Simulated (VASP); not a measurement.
# Nb2AlC under strain, part 4 of 4

How does the pressure of Nb2AlC answer to a change of volume? The bands are shown for each cell. All runs use r2SCAN. Left out of this account: 1 further run (self-consistent run: a reference on another mesh). The start is a computed cell from the Materials Project.

VASP 6.6.1; r2SCAN; plane waves and PAW (Al, Nb_sv, C).

Still holding for the runs below: Spin-orbit coupling is off here; it would split degenerate levels.

So far, pressure (GPa): step 2 (bands, cell as listed) -2.72; step 3 (cell volume +4.0 %) -10.0; step 4 (cell volume +8.0 %) -16.0; step 6 (cell volume -4.0 %) 6.28.

### 7. Bands, volume times 0.92 (continued)

The electronic bands at the labelled points (eV, zero at the Fermi level; # counts the bands kept):

| point | #13 | #14 | #15 | #16 | #17 | #18 | #19 | #20 |
| --- | --- | --- | --- | --- | --- | --- | --- | --- |
| Γ | -0.33 | -0.33 | -0.30 | -0.30 | 1.17 | 1.17 | 1.30 | 1.30 |
| 0.55 of the way | -1.40 | -1.13 | 0.50 | 0.83 | 0.97 | 1.04 | 1.84 | 1.86 |
| M | -1.59 | -1.45 | 1.24 | 1.63 | 1.84 | 2.04 | 2.16 | 2.43 |
| 0.55 of the way | -1.83 | -1.62 | -0.85 | -0.09 | 1.61 | 1.75 | 2.07 | 2.75 |
| K | -1.91 | -1.91 | -1.64 | -0.57 | 1.46 | 1.46 | 2.05 | 2.05 |
| 0.45 of the way | -1.39 | -1.30 | -1.04 | -0.13 | 0.64 | 1.58 | 1.88 | 2.04 |
| Γ | -0.33 | -0.33 | -0.30 | -0.30 | 1.17 | 1.17 | 1.30 | 1.30 |
| 0.45 of the way | -0.33 | -0.33 | -0.30 | -0.30 | 1.19 | 1.19 | 1.28 | 1.28 |
| A | -0.32 | -0.32 | -0.32 | -0.32 | 1.23 | 1.23 | 1.23 | 1.23 |
| 0.45 of the way | -1.13 | -1.13 | 0.51 | 0.51 | 0.66 | 0.66 | 1.42 | 1.42 |
| L | -1.52 | -1.52 | 1.74 | 1.74 | 1.85 | 1.85 | 2.02 | 2.02 |
| 0.45 of the way | -1.57 | -1.57 | -0.27 | -0.27 | 1.73 | 1.73 | 2.54 | 2.54 |
| H | -1.75 | -1.75 | -1.12 | -1.12 | 1.39 | 1.39 | 2.29 | 2.29 |
| 0.45 of the way | -1.30 | -1.30 | -0.55 | -0.55 | 1.14 | 1.14 | 1.96 | 1.96 |
| A | -0.32 | -0.32 | -0.32 | -0.32 | 1.23 | 1.23 | 1.23 | 1.23 |
| jump to L | -1.52 | -1.52 | 1.74 | 1.74 | 1.85 | 1.85 | 2.02 | 2.02 |
| 0.45 of the way | -1.57 | -1.48 | 1.43 | 1.70 | 1.89 | 1.96 | 2.04 | 2.26 |
| M | -1.59 | -1.45 | 1.24 | 1.63 | 1.84 | 2.04 | 2.16 | 2.43 |
| jump to K | -1.91 | -1.91 | -1.64 | -0.57 | 1.46 | 1.46 | 2.05 | 2.05 |
| 0.45 of the way | -1.82 | -1.82 | -1.51 | -0.72 | 1.43 | 1.43 | 2.13 | 2.13 |
| H | -1.75 | -1.75 | -1.12 | -1.12 | 1.39 | 1.39 | 2.29 | 2.29 |

Of the projections kept (Al, Nb, C), the largest for each band there; the rest of the weight can lie on other orbitals:

```
point      #13      #14      #15      #16      #17      #18      #19      #20
    Γ  Nb 1.00  Nb 1.00  Nb 1.00  Nb 1.00  Nb 0.99  Nb 0.99  Nb 1.00  Nb 1.00
    M  Nb 0.72  Nb 0.71  Nb 0.95  Nb 0.93  Nb 0.67  Nb 0.88  Nb 1.00  Nb 0.58
    K  Nb 0.52  Nb 0.52  Nb 1.00  Nb 0.97  Nb 0.68  Nb 0.68  Nb 0.88  Nb 0.88
    Γ  Nb 1.00  Nb 1.00  Nb 1.00  Nb 1.00  Nb 0.99  Nb 0.99  Nb 1.00  Nb 1.00
    A  Nb 1.00  Nb 1.00  Nb 1.00  Nb 1.00  Nb 0.99  Nb 0.99  Nb 0.99  Nb 0.99
    L  Nb 0.71  Nb 0.71  Nb 0.94  Nb 0.94  Nb 0.95  Nb 0.95  Nb 0.61  Nb 0.61
```

Force by atom:

```csv
atom,x (eV/Å),y (eV/Å),z (eV/Å),size
Al1,0.000,0.000,0.000,0.000
Al2,0.000,0.000,0.000,0.000
Nb3,0.000,0.000,0.687,0.687
Nb4,0.000,0.000,0.687,0.687
Nb5,0.000,0.000,-0.687,0.687
Nb6,0.000,0.000,-0.687,0.687
C7,0.000,0.000,0.000,0.000
C8,0.000,0.000,0.000,0.000
```

 The pressure is 17.35 GPa. The parabola predicted 17.06 GPa, -0.29 GPa off.

### 8. Side by side

| cell | mesh | pressure (GPa) | gap (eV) |
| --- | --- | --- | --- |
| cell as listed | 11×11×3 | -2.72 | none |
| volume times 1.04 | 11×11×3 | -10.03 | none |
| volume times 1.08 | 11×11×3 | -15.96 | none |
| volume times 0.96 | 11×11×3 | 6.28 | none |
| volume times 0.92 | 11×11×3 | 17.35 | none |

### 9. Bands, atoms displaced by up to 0.06 Å

Levels along the symmetry lines show where the bands peak and cross; KPOINTS_OPT computes them in the converged potential.

File INCAR:

```
SYSTEM = Nb2AlC
PREC = Accurate
ENCUT = 520
EDIFF = 1E-06
NELM = 100
ISMEAR = -1
SIGMA = 0.05
LREAL = .FALSE.
ALGO = Normal
METAGGA = R2SCAN
LASPH = .TRUE.
NBANDS = 53
LORBIT = 11
LWAVE = .FALSE.
LCHARG = .FALSE.
KPAR = 8
```

File POSCAR:

```
Nb2AlC
1.0
    3.1225695162      0.0000000000      0.0000000000
   -1.5612847581      2.7042245261      0.0000000000
    0.0000000000      0.0000000000     13.9380655300
Al Nb C
2 4 2
Direct
    0.3114520000      0.6594690000      0.7513900000
    0.6577810000      0.3359060000      0.2529500000
    0.3355310000      0.6631590000      0.0902390000
    0.6695400000      0.3241180000      0.5889350000
    0.6618230000      0.3218370000      0.9099550000
    0.3466110000      0.6727970000      0.4114100000
    0.0146870000      0.0147540000      0.0004970000
   -0.0021590000     -0.0014280000      0.4986950000
```

File KPOINTS:

```
Automatic mesh
0
Gamma
11 11 3
0 0 0
```

File KPOINTS_OPT:

```
Line mode
12
Line-mode
Reciprocal
  0.00000000   0.00000000   0.00000000 GAMMA
  0.50000000   0.00000000   0.00000000 M

  0.50000000   0.00000000   0.00000000 M
  0.33333333   0.33333333   0.00000000 K

  0.33333333   0.33333333   0.00000000 K
  0.00000000   0.00000000   0.00000000 GAMMA

  0.00000000   0.00000000   0.00000000 GAMMA
  0.00000000   0.00000000   0.50000000 A

  0.00000000   0.00000000   0.50000000 A
  0.50000000   0.00000000   0.50000000 L

  0.50000000   0.00000000   0.50000000 L
  0.33333333   0.33333333   0.50000000 H

  0.33333333   0.33333333   0.50000000 H
  0.00000000   0.00000000   0.50000000 A

  0.50000000   0.00000000   0.50000000 L
  0.50000000   0.00000000   0.00000000 M

  0.33333333   0.33333333   0.00000000 K
  0.33333333   0.33333333   0.50000000 H
```

PAW data sets: Al, Nb_sv and C (PBE family, release 64).

Launch:

```console
$ mpirun -np 8 vasp_std
```

What it wrote:

```text
[... set-up lines as in an earlier step ...]
 entering main loop
       N       E                     dE             d eps       ncg     rms          rms(c)
DAV:   1     0.649066810722E+03    0.64907E+03   -0.34665E+04 19316   0.129E+03
DAV:   2    -0.101714993070E+03   -0.75078E+03   -0.71024E+03 22886   0.506E+02
DAV:   3    -0.166178163394E+03   -0.64463E+02   -0.62843E+02 32888   0.112E+02
DAV:   4    -0.171009972351E+03   -0.48318E+01   -0.47605E+01 32520   0.268E+01
[...]
DAV:  14    -0.137487979756E+03    0.24845E-04   -0.34272E-04 29027   0.156E-01    0.324E-02
DAV:  15    -0.137487985050E+03   -0.52943E-05   -0.62588E-05 25880   0.529E-02    0.189E-02
DAV:  16    -0.137487984406E+03    0.64436E-06   -0.80888E-06 26708   0.173E-02
   1 F= -.13748798E+03 E0= -.13747741E+03  d E =-.211411E-01
 Start KPOINTS_OPT (optional k-point list driver)
k-point batch [1-108\108]
       N       E                     dE             ncg
DAV:   1     0.192843081940E+05   -0.17502E+06    11480
```

Wall time 21 min (8 MPI ranks of AMD EPYC 7R13 (Zen 3), shared host).

The run was cut off at its time limit.

The self-consistent loop had finished, and the limit fell in the path of KPOINTS_OPT; fewer path points or more time would be the way on.

### 10. What came out

* pressure, cell as listed: -2.72 GPa
* pressure, volume times 1.04: -10.0 GPa
* pressure, volume times 1.08: -16.0 GPa
* pressure, volume times 0.96: 6.28 GPa
* pressure, volume times 0.92: 17.3 GPa
* bulk modulus at the listed volume, shape and positions held: 205 GPa

**Reading.** The slope of pressure against ln V at the listed volume gives a bulk modulus of 205 GPa at fixed shape and positions, an upper bound since the atoms bear forces. The atoms were not relaxed in the changed cells. Not obtained: bands, sheared, principal strains -1.3, -0.9, +2.2 %, since the run ended as timeout. Not obtained: bands, atoms displaced by up to 0.06 Å, since the run ended as timeout. Spin-orbit coupling is left out; it would split some degenerate bands.

[Lines on the potential files, build, host, timing and source positions are cut from VASP's logs without a mark.]

[Logs are printed without paths, hosts, clocks, repeated set-up lines and the standing remarks that a program may print on its own settings, such as how far it seeks lower states.]

[Hosts, paths, dates, database ids (printed as entryN), source tags and the programs' standing remarks are cut or masked in the printed files.]

[A measured line is paired with the nearest computed mode of its activity, which favours agreement.]
